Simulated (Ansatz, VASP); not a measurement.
One calculation of AlSn, two programs

The input INCAR:

```
  PREC = Accurate
  ENCUT = 520
  EDIFF = 1E-7
  ISMEAR = -1
  SIGMA = 0.05
  LREAL = False
  LASPH = True
  NELM = 60
  ALGO = Normal
  ISIF = 2
  LWAVE = False
  LCHARG = False
  GGA = PE
  NBANDS = 16
```

KPOINTS

```
regular mesh
0
Gamma
  7 7 8
```

File POSCAR:

```
AlSn
1.0
    4.1413675035      0.0000000000      0.0000000000
   -2.0706837517      3.5865294644      0.0000000000
    0.0000000000      0.0000000000      3.2621543997
Sn Al
1 1
Direct
    0.3333333333      0.6666666667      0.5000000000
    0.0000000000      0.0000000000      0.0000000000
```

File input.yaml:

```yaml
crystal:
  lattice:
    - [4.1413675035, 0.0, 0.0]
    - [-2.0706837517, 3.5865294644, 0.0]
    - [0.0, 0.0, 3.2621543997]
  atoms:
    - { symbol: Sn, position: [0.3333333333, 0.6666666667, 0.5] }
    - { symbol: Al, position: [0.0, 0.0, 0.0] }
hamiltonian:
  xc: pbe
  pseudopotentials: { kind: paw, azcp: { folder: soft_1 } }
kpoints:
  mp_grid: { grid: [7, 7, 8] }
scf:
  occupations: { method: fermi_dirac, width: 0.05 }
output:
  forces: true
  stress: true
  eigenvalues: true
```

The cell comes from a database or a generator and needn't be the stable form of this composition.

Alike in both runs: task single point; functional PBE; k mesh 7 × 7 × 8; occupations fermi-dirac, width 0.05 eV; no spin polarisation.

|  | VASP | Ansatz |
| --- | --- | --- |
| version | VASP 6.6.1 | Ansatz 0.2.0 |
| potentials or method | VASP PAW PBE potentials, release 64 (Sn_d, Al) | Ansatz PAW soft_1 |
| plane-wave cutoff (eV) | 520 | 420 |
| valence electrons in the cell | 17 | 17 |

|  | VASP | Ansatz | Ansatz less VASP |
| --- | --- | --- | --- |
| gap on the k mesh at the Fermi level (eV) | none | none | - |
| pressure (GPa) | 2.5 | 2.6 | +0.05 |
| largest component of the traceless stress (GPa) | 0.62 | 0.63 | +0.003 |

A gap of «none» marks a metal or a gap that the smearing closes. The functional is the same, so the differences come from potentials, cutoffs and numerics.
